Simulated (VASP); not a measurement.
An input for Quantum ESPRESSO's pw.x (written as the equivalent of a VASP run, and not itself run):

```
&CONTROL
  calculation = 'vc-relax'
  pseudo_dir = './pseudo'
  outdir = './out'
  tprnfor = .true.
  tstress = .true.
  nstep = 30
  forc_conv_thr = 0.00039
/
&SYSTEM
  ibrav = 0
  nat = 4
  ntyp = 1
  ecutwfc = 82
  occupations = 'smearing'
  smearing = 'gaussian'
  degauss = 0.003675
  input_dft = 'pbe'
  vdw_corr = 'grimme-d3'
  dftd3_version = 4
  dftd3_threebody = .false.
/
&ELECTRONS
  conv_thr = 7.3e-09
  electron_maxstep = 100
/
&IONS
/
&CELL
  cell_dofree = 'shape'
/
ATOMIC_SPECIES
  C 12.011 C.upf
CELL_PARAMETERS angstrom
     1.2452900   -2.1569051    0.0000000
     1.2452900    2.1569051    0.0000000
     0.0000000    0.0000000    6.7768692
ATOMIC_POSITIONS crystal
  C    0.0000000  0.0000000  0.2500000
  C    0.0000000  0.0000000  0.7500000
  C    0.3333330  0.6666670  0.2500000
  C    0.6666670  0.3333330  0.7500000
K_POINTS automatic
  10 10 4 0 0 0
```

Task: Translate this input to VASP (INCAR, KPOINTS, POSCAR, choice of POTCAR).

Result: This is not unique; one that fits is 
File POSCAR:
```
C
1.0
  1.2452900343  -2.1569051076   0.0000000000
  1.2452900343   2.1569051076   0.0000000000
  0.0000000000   0.0000000000   6.7768691912
C
4
direct
  0.0000000000   0.0000000000   0.2500000000
  0.0000000000   0.0000000000   0.7500000000
  0.3333330000   0.6666670000   0.2500000000
  0.6666670000   0.3333330000   0.7500000000
```

File KPOINTS:
```
Automatic mesh
0
Gamma
10 10 4
0 0 0
```

INCAR:
```
ALGO = Normal
EDIFF = 1E-7
EDIFFG = -0.01
ENCUT = 520
GGA = PE
IBRION = 2
ISIF = 4
ISMEAR = 0
IVDW = 12
LASPH = .TRUE.
LCHARG = .FALSE.
LREAL = .FALSE.
LWAVE = .FALSE.
NELM = 100
NSW = 30
PREC = Accurate
SIGMA = 0.05
SYSTEM = C
```

POTCAR, in this order: C (PBE.64 set). Program: vasp_std.

What does not carry over: the potentials are each code's own (VASP's PAW set, PseudoDojo norm-conserving files in pw.x), so ENCUT and ecutwfc are chosen apart and not converted; conv_thr bounds pw.x's estimated SCF error, while EDIFF bounds the energy change between steps; forc_conv_thr acts on force components and is met together with etot_conv_thr.

The compound is C in the graphite structure. This cell is one point of a volume scan, at 1.03 of the reference volume. Symmetry was kept, so distortions that lower it aren't found.
